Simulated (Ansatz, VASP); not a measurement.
**Two plane-wave programs on CuB12**

```
CELL_PARAMETERS angstrom
4.98632 0.00000 0.00000
0.00000 4.98632 0.00000
0.00000 0.00000 4.98632
ATOMIC_POSITIONS crystal
Cu 0.50000 0.50000 0.50000
B 0.27595 0.00000 0.00000
B 0.72405 0.00000 0.00000
B 0.00000 0.27595 0.00000
B 0.00000 0.72405 0.00000
B 0.00000 0.00000 0.27595
B 0.00000 0.00000 0.72405
B 0.14867 0.50000 0.50000
B 0.85133 0.50000 0.50000
B 0.50000 0.14867 0.50000
B 0.50000 0.85133 0.50000
B 0.50000 0.50000 0.14867
B 0.50000 0.50000 0.85133
```

Alike in both runs: functional PBE; k mesh 4 × 4 × 4; occupations gaussian, width 0.1 eV; no spin polarisation.

Ansatz relaxed the structure, and its values are those at the end. VASP's run is a single point on that final structure, the one shown.

|  | VASP | Ansatz |
| --- | --- | --- |
| version | VASP 6.6.1 | Ansatz 0.2.0 |
| potentials or method | VASP PAW PBE potentials, release 64 (Cu, B) | scalar-relativistic, plane waves, PAW |
| plane-wave cutoff (eV) | 520 | 420 |
| valence electrons in the cell | 47 | 55 |

Ansatz gave:

* gap on the k mesh at the Fermi level (eV): none
* pressure (GPa): 0.2
* rms of the force components (eV/Å): 0.005

**Question.** Estimate VASP's values.

**Answer.** gap on the k mesh at the Fermi level (eV): none; pressure (GPa): 0.1; rms of the force components (eV/Å): 0.020.

A gap of «none» marks a metal or a gap that the smearing closes. The two sets of potentials don't hold the same shells in valence.
